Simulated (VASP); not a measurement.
Method: r2SCAN meta-GGA, VASP's PBE PAW potentials (set 64) (plane waves; VASP 6.6.1).

A VASP calculation is set up with these files.

POSCAR:
```
MnF2
1
    4.8616111076     0.0000000000     0.0000000000
    0.0000000000     4.8616111076     0.0000000000
    0.0000000000     0.0000000000     3.3003114405
Mn F
2 4
Direct
  0.0000000000   0.0000000000   0.0000000000
  0.5000000000   0.5000000000   0.5000000000
  0.3041098367   0.3041098367   0.0000000000
  0.8041098367   0.1958901633   0.5000000000
  0.1958901633   0.8041098367   0.5000000000
  0.6958901633   0.6958901633   0.0000000000
```

KPOINTS:
```
kpoints
0
G
6 6 9
```

INCAR:
```
ALGO = Normal
CSHIFT = 0.1
EDIFF = 1E-7
ENCUT = 520
ISMEAR = 0
ISPIN = 2
LASPH = .True.
LCHARG = .False.
LMAXMIX = 4
LMIXTAU = .True.
LOPTICS = .True.
LORBIT = 10
LPEAD = .True.
LREAL = .False.
LWAVE = .False.
MAGMOM = 4.6 -4.6 -0.0 2*0.0 -0.0
METAGGA = R2SCAN
NBANDS = 96
NEDOS = 1001
NELM = 100
PREC = Accurate
SIGMA = 0.01
SYSTEM = MnF2
```

POTCAR, in this order: Mn_pv F (PBE.64 set). Program: vasp_std.

The resulting files:

**OSZICAR**
```
       N       E                     dE             d eps       ncg     rms          rms(c)
DAV:   1     0.583837510518E+03    0.58384E+03   -0.21360E+04 19264   0.649E+02
DAV:   2    -0.180736827628E+02   -0.60191E+03   -0.54815E+03 19256   0.232E+02
DAV:   3    -0.755437258504E+02   -0.57470E+02   -0.55606E+02 22240   0.780E+01
DAV:   4    -0.763325301933E+02   -0.78880E+00   -0.78746E+00 22312   0.883E+00
DAV:   5    -0.763350420931E+02   -0.25119E-02   -0.25118E-02 22024   0.496E-01    0.193E+01
DAV:   6    -0.633551899530E+02    0.12980E+02   -0.34761E+00 20608   0.135E+01    0.187E+01
DAV:   7    -0.583633984678E+02    0.49918E+01   -0.12012E+00 20952   0.411E+00    0.124E+01
DAV:   8    -0.617944049691E+02   -0.34310E+01   -0.48294E-01 20040   0.366E+00    0.549E+00
DAV:   9    -0.592011219809E+02    0.25933E+01   -0.29279E-01 19480   0.228E+00    0.251E+00
DAV:  10    -0.594040525151E+02   -0.20293E+00   -0.13364E-01 19408   0.152E+00    0.498E-01
DAV:  11    -0.594330739811E+02   -0.29021E-01   -0.14685E-02 20896   0.384E-01    0.223E-01
DAV:  12    -0.594055261657E+02    0.27548E-01   -0.74132E-03 20416   0.333E-01    0.174E-01
DAV:  13    -0.594347989049E+02   -0.29273E-01   -0.65349E-03 19928   0.282E-01    0.124E-01
DAV:  14    -0.594347461434E+02    0.52761E-04   -0.18332E-04 21936   0.664E-02    0.258E-02
DAV:  15    -0.594348467990E+02   -0.10066E-03   -0.29076E-05 20856   0.209E-02    0.762E-03
DAV:  16    -0.594348469657E+02   -0.16670E-06   -0.28083E-06 20936   0.594E-03    0.285E-03
DAV:  17    -0.594348485934E+02   -0.16277E-05   -0.10388E-06 20832   0.364E-03    0.154E-03
DAV:  18    -0.594348476566E+02    0.93680E-06   -0.27038E-07 20816   0.183E-03    0.111E-03
DAV:  19    -0.594348477118E+02   -0.55181E-07   -0.20376E-08 18344   0.688E-04
   1 F= -.59434848E+02 E0= -.59434848E+02  d E =-.264213E-63  mag=     0.0000
 imaginary and real dielectric function
```

File OUTCAR:
```
------------------------ aborting loop because EDIFF is reached ----------------------------------------
  FORCE on cell =-STRESS in cart. coord.  units (eV):
  Direction    XX          YY          ZZ          XY          YZ          ZX
  --------------------------------------------------------------------------------------
  Total        0.0696395      0.0696395      0.0589390      0.0000000      0.0000000      0.0000000
  in kB        1.4303780      1.4303780      1.2105918      0.0000000      0.0000000      0.0000000
  external PRESSURE =       1.3571159 kB  Pullay stress =       0.0000000 kB
  volume of cell :       78.00
      direct lattice vectors                 reciprocal lattice vectors
     4.861611108  0.000000000  0.000000000     0.205693129  0.000000000  0.000000000
     0.000000000  4.861611108  0.000000000     0.000000000  0.205693129  0.000000000
     0.000000000  0.000000000  3.300311440     0.000000000  0.000000000  0.303001707
 POSITION                                       TOTAL-FORCE (eV/Angst)
 -----------------------------------------------------------------------------------
      0.00000      0.00000      0.00000        -0.000000      0.000000     -0.000000
      2.43081      2.43081      1.65016        -0.000000      0.000000     -0.000000
      1.47846      1.47846      0.00000        -0.005709     -0.005709     -0.000000
      3.90927      0.95234      1.65016        -0.005709      0.005709      0.000000
      0.95234      3.90927      1.65016         0.005709     -0.005709     -0.000000
      3.38315      3.38315      0.00000         0.005709      0.005709      0.000000
 -----------------------------------------------------------------------------------
    total drift:                                0.000000      0.000000     -0.000000
  FREE ENERGIE OF THE ION-ELECTRON SYSTEM (eV)
  ---------------------------------------------------
  free  energy   TOTEN  =       -59.4348477118 eV

  energy  without entropy=      -59.4348477118  energy(sigma->0) =      -59.43484771

 total charge

# of ion       s       p       d       tot
------------------------------------------
    1        0.161   6.137   4.950  11.249
    2        0.161   6.137   4.950  11.249
    3        1.738   4.398   0.000   6.136
    4        1.738   4.398   0.000   6.136
    5        1.738   4.398   0.000   6.136
    6        1.738   4.398   0.000   6.136
--------------------------------------------------
tot          7.275  29.866   9.901  47.041

 magnetization (x)

# of ion       s       p       d       tot
------------------------------------------
    1        0.015   0.015   4.574   4.604
    2       -0.015  -0.015  -4.574  -4.604
    3       -0.003  -0.023   0.000  -0.025
    4        0.003   0.023   0.000   0.025
    5        0.003   0.023   0.000   0.025
    6       -0.003  -0.023   0.000  -0.025
--------------------------------------------------
tot          0.000   0.000   0.000   0.000

 plasma frequency squared (from intraband transitions) (eV^2)
  --------------------------------------------------------------------------------------
       0.000       0.000       0.000
       0.000       0.000       0.000
       0.000       0.000       0.000

 plasma frequency squared (from interband transitions, int dw w eps(2)(w)) (eV^2)
  --------------------------------------------------------------------------------------
     569.947       0.000       0.000       0.000       0.000       0.000
       0.000      -0.000     569.947       0.000       0.000       0.000
       0.000       0.000       0.000       0.000     571.804       0.000
```
(Selected blocks of OUTCAR.)

The compound is MnF2 in the rutile structure. It was relaxed first.
